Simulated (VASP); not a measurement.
## AlN: energy against strain

AlN (zinc blende, F-43m, 10.486 Å³/atom at rest, cube axes along x, y and z) under a strain ε along a cube axis (axis z), the other axes held. PBEsol in VASP (plane waves, PAW), 600 eV, 12×12×12 Γ-centred mesh, Gaussian smearing 0.05 eV; ions are relaxed within the symmetry of each cell.

Here s stands for strain and y for E less E0.

| strain (%) | E less E0 (meV/atom) |
|---|---|
| -3.00 | ? |
| -1.50 | 2.21 |
| -1.00 | 1.00 |
| -0.50 | 0.27 |
| 0.00 | 0.00 |
| 0.50 | 0.21 |
| 1.00 | 0.88 |
| 1.50 | 2.03 |

Task: Using a parabola, estimate the missing y at s = -3.00 from the other rows, showing the fit.

Result: Least squares gives y = 0.002 - 0.0600·s + 0.9410·s². Residuals (row less fit): 0.001, -0.003, 0.003, -0.002, 0.003, -0.003, 0.001; standard error 0.003 (degrees of freedom: 4). Twice the quadratic coefficient over the volume, 2 × 0.9410 meV × 10⁴ × 0.1602 / 10.486 Å³, is the elastic constant C11 = 288 ± 0.4 GPa. At the withheld row, y = 0.002 - 0.0600 × (-3.0) + 0.9410 × (-3.0)² = 8.651 meV/atom. The calculation gives 8.71 meV/atom, 0.059 meV/atom above the prediction (0.7 % of the range of y in the table). The row lies outside the fitted rows, so this is an extrapolation. The fitted rows scatter only by rounding.

One order more, fitted to all 13 runs of the series, follows each within 0.01, so the miss is the next term of a smooth law. AlN is here a metastable form; wurtzite is the usual one. Rows are the converged runs of the series near zero and its far end; series whose fitted rows scatter by over a few per cent of the range, as at a crossing or softening among them, aren't shown in this form. Most that stay on the fit to the last digits aren't either.
